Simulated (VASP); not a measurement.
These are RPBE GGA, VASP's PBE PAW potentials (set 64) (plane waves; VASP 6.6.1) values and carry that method's errors.

The input files of a VASP run:

### INCAR
```
SYSTEM = ZnS
PREC = Accurate; ENCUT = 520; LREAL = F
LASPH = T
EDIFF = 1E-7; NELM = 100; ALGO = Normal
LMAXMIX = 4
ISMEAR = 0; SIGMA = 0.05
GGA = RP
ISIF = 2
LWAVE = F; LCHARG = F
```

File POSCAR:
```
ZnS
3.9006390
  0.0000000000   0.7071066949   0.7071066949
  0.7071066949   0.0000000000   0.7071066949
  0.7071066949   0.7071066949   0.0000000000
Zn S
1 1
Cart
  0.0000000000   0.0000000000   0.0000000000
  0.3535533475   0.3535533475   0.3535533475
```

File KPOINTS:
```
Automatic mesh
0
Gamma
8 8 8
0 0 0
```

POTCAR, in this order: Zn S (PBE.64 set). Program: vasp_std.

Output

File OSZICAR:
```
       N       E                     dE             d eps       ncg     rms          rms(c)
DAV:   1     0.898119606485E+02    0.89812E+02   -0.91068E+03   754   0.164E+03
DAV:   2    -0.369893341763E-01   -0.89849E+02   -0.85484E+02   819   0.281E+02
DAV:   3    -0.653427222694E+01   -0.64973E+01   -0.64633E+01   924   0.747E+01
DAV:   4    -0.662057887044E+01   -0.86307E-01   -0.86279E-01   834   0.937E+00
DAV:   5    -0.662195816080E+01   -0.13793E-02   -0.13793E-02   934   0.115E+00    0.690E+00
DAV:   6    -0.621367573621E+01    0.40828E+00   -0.89116E-01  1133   0.338E+01    0.535E+00
DAV:   7    -0.620141427933E+01    0.12261E-01   -0.32902E-01   809   0.528E+00    0.277E+00
DAV:   8    -0.620420002202E+01   -0.27857E-02   -0.74355E-03   819   0.756E-01    0.762E-01
DAV:   9    -0.620540530210E+01   -0.12053E-02   -0.16062E-03   869   0.397E-01    0.143E-01
DAV:  10    -0.620574378352E+01   -0.33848E-03   -0.32890E-04   804   0.142E-01    0.641E-02
DAV:  11    -0.620585426158E+01   -0.11048E-03   -0.16111E-04   809   0.915E-02    0.131E-02
DAV:  12    -0.620586059377E+01   -0.63322E-05   -0.15497E-05   849   0.332E-02    0.505E-03
DAV:  13    -0.620586081584E+01   -0.22207E-06   -0.62497E-07   879   0.129E-02    0.113E-03
DAV:  14    -0.620586085957E+01   -0.43730E-07   -0.36612E-08   597   0.285E-03
   1 F= -.62058609E+01 E0= -.62058609E+01  d E =-.140304E-16
```

OUTCAR:
```
------------------------ aborting loop because EDIFF is reached ----------------------------------------
  FORCE on cell =-STRESS in cart. coord.  units (eV):
  Direction    XX          YY          ZZ          XY          YZ          ZX
  --------------------------------------------------------------------------------------
  Total       -0.0140365     -0.0140365     -0.0140365      0.0000000      0.0000000      0.0000000
  in kB       -0.5358903     -0.5358903     -0.5358903      0.0000000      0.0000000      0.0000000
  external PRESSURE =      -0.5358903 kB  Pullay stress =       0.0000000 kB
  volume of cell :       41.97
      direct lattice vectors                 reciprocal lattice vectors
     0.000000000  2.758167951  2.758167951    -0.181279751  0.181279751  0.181279751
     2.758167951  0.000000000  2.758167951     0.181279751 -0.181279751  0.181279751
     2.758167951  2.758167951  0.000000000     0.181279751  0.181279751 -0.181279751
  FREE ENERGIE OF THE ION-ELECTRON SYSTEM (eV)
  ---------------------------------------------------
  free  energy   TOTEN  =        -6.2058608596 eV

  energy  without entropy=       -6.2058608596  energy(sigma->0) =       -6.20586086
```
(Selected blocks of OUTCAR.)

The compound is ZnS in the zinc blende structure. It was relaxed first, which changed the volume by +6 %.
